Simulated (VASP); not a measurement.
Computed with PBE GGA with D3 dispersion (Becke-Johnson damping), VASP's PBE PAW potentials (set 64) (plane waves; VASP).

The input files of a VASP run:

KPOINTS:
```
Automatic mesh
0
Gamma
8 8 8
0 0 0
```

### INCAR
```
SYSTEM = CdSe
PREC = Accurate; ENCUT = 520; LREAL = .FALSE.
LASPH = .TRUE.
EDIFF = 1E-7; NELM = 100; ALGO = Normal
LMAXMIX = 4
ISMEAR = 0; SIGMA = 0.05
GGA = PE; IVDW = 12
ISIF = 2
LWAVE = .FALSE.; LCHARG = .FALSE.
```

### POSCAR
```
CdSe
1
    0.0000000000     3.0919345639     3.0919345639
    3.0919345639     0.0000000000     3.0919345639
    3.0919345639     3.0919345639     0.0000000000
Cd Se
1 1
Direct
  0.0000000000   0.0000000000   0.0000000000
  0.2500000000   0.2500000000   0.2500000000
```

POTCAR, in this order: Cd Se (PBE.64 set). Program: vasp_std.

What VASP printed:

OSZICAR:
```
       N       E                     dE             d eps       ncg     rms          rms(c)
DAV:   1     0.107648657415E+03    0.10765E+03   -0.87589E+03   754   0.122E+03
DAV:   2    -0.103648886572E+01   -0.10869E+03   -0.10350E+03   859   0.287E+02
DAV:   3    -0.585537893611E+01   -0.48189E+01   -0.48076E+01   894   0.624E+01
DAV:   4    -0.588155389350E+01   -0.26175E-01   -0.26173E-01   824   0.457E+00
DAV:   5    -0.588172566243E+01   -0.17177E-03   -0.17177E-03   889   0.335E-01    0.585E+00
DAV:   6    -0.551759035714E+01    0.36414E+00   -0.68759E-01   977   0.105E+01    0.462E+00
DAV:   7    -0.549732496666E+01    0.20265E-01   -0.15759E-01   814   0.300E+00    0.204E+00
DAV:   8    -0.549815175858E+01   -0.82679E-03   -0.13950E-02   779   0.173E+00    0.236E-01
DAV:   9    -0.549830796166E+01   -0.15620E-03   -0.19634E-03   864   0.646E-01    0.484E-02
DAV:  10    -0.549838170071E+01   -0.73739E-04   -0.22359E-04   804   0.215E-01    0.461E-02
DAV:  11    -0.549843036206E+01   -0.48661E-04   -0.86790E-05   769   0.731E-02    0.149E-02
DAV:  12    -0.549842911460E+01    0.12475E-05   -0.72257E-06   893   0.386E-02    0.478E-03
DAV:  13    -0.549842984315E+01   -0.72855E-06   -0.23927E-06   769   0.114E-02    0.319E-03
DAV:  14    -0.549842984493E+01   -0.17797E-08   -0.70139E-08   627   0.208E-03
   1 F= -.61004278E+01 E0= -.61004278E+01  d E =-.870902E-14
```

### OUTCAR
```
------------------------ aborting loop because EDIFF is reached ----------------------------------------
 Edisp (eV)   -0.60200
  FORCE on cell =-STRESS in cart. coord.  units (eV):
  Direction    XX          YY          ZZ          XY          YZ          ZX
  --------------------------------------------------------------------------------------
  Total      -0.50731    -0.50731    -0.50731     0.00000    -0.00000     0.00000
  in kB     -13.74875   -13.74875   -13.74875     0.00000    -0.00000     0.00000
  external pressure =      -13.75 kB  Pullay stress =        0.00 kB
  volume of cell :       59.12
      direct lattice vectors                 reciprocal lattice vectors
     0.000000000  3.091934564  3.091934564    -0.161711055  0.161711055  0.161711055
     3.091934564  0.000000000  3.091934564     0.161711055 -0.161711055  0.161711055
     3.091934564  3.091934564  0.000000000     0.161711055  0.161711055 -0.161711055
  FREE ENERGIE OF THE ION-ELECTRON SYSTEM (eV)
  ---------------------------------------------------
  free  energy   TOTEN  =        -6.1004277542 eV

  energy  without entropy=       -6.1004277542  energy(sigma->0) =       -6.10042775
```
(Selected blocks of OUTCAR.)

### OUTCAR
```
 val. band max:        0.5599040554   @ k =   0.0000   0.0000   0.0000

 cond. band min:       1.0656144373   @ k =   0.0000   0.0000   0.0000


 Fermi energy:         0.8280531738

 k-point     1 :       0.0000    0.0000    0.0000
  band No.  band energies     occupation
      1     -11.7672      2.00000
      2      -7.2199      2.00000
      3      -7.2199      2.00000
      4      -7.2199      2.00000
      5      -6.8966      2.00000
      6      -6.8966      2.00000
      7       0.5599      2.00000
      8       0.5599      2.00000
      9       0.5599      2.00000
     10       1.0656      0.00000
     11       6.4895      0.00000
     12       6.4895      0.00000
     13       6.4895      0.00000

 k-point     2 :       0.1250    0.0000    0.0000
  band No.  band energies     occupation
      1     -11.7196      2.00000
      2      -7.2050      2.00000
      3      -7.2050      2.00000
      4      -7.1747      2.00000
      5      -6.8973      2.00000
      6      -6.8973      2.00000
      7      -0.6166      2.00000
      8       0.4464      2.00000
      9       0.4464      2.00000
     10       2.0623      0.00000
     11       6.2665      0.00000
     12       6.6795      0.00000
     13       6.6795      0.00000

 k-point     3 :       0.2500    0.0000    0.0000
  band No.  band energies     occupation
      1     -11.6033      2.00000
      2      -7.1723      2.00000
      3      -7.1723      2.00000
      4      -7.0256      2.00000
      5      -6.8945      2.00000
      6      -6.8945      2.00000
      7      -1.9823      2.00000
      8       0.1950      2.00000
      9       0.1950      2.00000
     10       2.7639      0.00000
     11       6.4476      0.00000
     12       6.9810      0.00000
     13       6.9810      0.00000

 k-point     4 :       0.3750    0.0000    0.0000
  band No.  band energies     occupation
      1     -11.4858      2.00000
      2      -7.1464      2.00000
      3      -7.1464      2.00000
...
```

The compound is CdSe in the zinc blende structure, whereas wurtzite is the usual form. This cell is one point of a volume scan, at 1.03 of the reference volume.
